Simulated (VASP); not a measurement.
OSZICAR of a VASP run on InP (zinc blende):

### OSZICAR
```
       N       E                     dE             d eps       ncg     rms          rms(c)
DAV:   1     0.111212583493E+03    0.11121E+03   -0.84777E+03   520   0.150E+03
DAV:   2     0.181285622955E+00   -0.11103E+03   -0.10752E+03   535   0.313E+02
DAV:   3    -0.796473351369E+01   -0.81460E+01   -0.80839E+01   670   0.901E+01
DAV:   4    -0.820265477243E+01   -0.23792E+00   -0.23770E+00   610   0.173E+01
DAV:   5    -0.821419059981E+01   -0.11536E-01   -0.11535E-01   784   0.322E+00    0.535E+00
DAV:   6    -0.784916417965E+01    0.36503E+00   -0.72131E-01   780   0.143E+01    0.340E+00
DAV:   7    -0.783240325720E+01    0.16761E-01   -0.18988E-01   726   0.349E+00    0.129E+00
DAV:   8    -0.783624915139E+01   -0.38459E-02   -0.16952E-02   641   0.185E+00    0.307E-01
DAV:   9    -0.783785396964E+01   -0.16048E-02   -0.30677E-03   620   0.714E-01    0.199E-01
DAV:  10    -0.783797808172E+01   -0.12411E-03   -0.23357E-04   691   0.144E-01    0.130E-01
DAV:  11    -0.783813478946E+01   -0.15671E-03   -0.15137E-04   570   0.788E-02    0.343E-02
DAV:  12    -0.783817452973E+01   -0.39740E-04   -0.92615E-05   615   0.120E-01    0.235E-02
DAV:  13    -0.783817594061E+01   -0.14109E-05   -0.42801E-06   605   0.189E-02    0.170E-02
DAV:  14    -0.783817698808E+01   -0.10475E-05   -0.22856E-06   597   0.124E-02    0.514E-03
DAV:  15    -0.783817710616E+01   -0.11808E-06   -0.76473E-08   305   0.233E-03
   1 F= -.78381771E+01 E0= -.78381771E+01  d E =-.783818E+01
```

### Question
Which electronic solver shows in the log?

### Answer
It is blocked Davidson (ALGO = Normal, or the opening steps of other solvers). The INCAR had ALGO = Normal.

### Question
Can the final energy be trusted as converged?

### Answer
The run converged. It stopped with EDIFF = 1E-6, NELM = 100, NSW = 60 and EDIFFG = -0.01 after 1 ionic step (revPBE GGA, plane waves, VASP's PBE PAW potentials (set 64)).

The compound is InP in the zinc blende structure. It was relaxed first, which changed the volume by +7 %. The start is the result of an earlier pass.
